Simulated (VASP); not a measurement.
Input:

```
GaTi
1.0
    2.77206     0.00000     0.00000
    0.00000     2.77206     0.00000
    0.00000     0.00000     3.91202
Ti Ga
1 1
Direct
  0.50000   0.50000   0.50000
  0.00000   0.00000   0.00000
```

These are PBEsol GGA, VASP's PBE PAW potentials (set 64) (plane waves; VASP) values and carry that method's errors. Numerical set-up: 400 eV cut-off, Gaussian smearing of 0.050 eV, potentials Ti_sv Ga_d.

Q: Give the energies of bands 10 to 15 at the high-symmetry points, in eV from the Fermi level.

A: 
```
band       Γ      X      M      Z      R      A
----  ------  -----  -----  -----  -----  -----
10    -10.49  -5.90  -4.09  -9.02  -6.24  -3.04
11     -1.76  -5.11  -0.95  -5.66  -3.41  -2.86
12     -0.96  -2.07  -0.95  -0.91  -1.45  -2.86
13     -0.45  -0.46   0.10   0.60  -0.99  -0.31
14      2.27   1.59   0.10   1.64   1.72   2.18
15      2.27   2.51   0.18   1.64   1.79   4.38
```

It has no gap at this level: it comes out as a metal or semimetal.

The structure comes from a computed database's TiGa entry (P4/mmm); how it stands against other phases isn't given here. It was relaxed first. The electron count is odd and the run is not spin-polarised, which forces a metal.
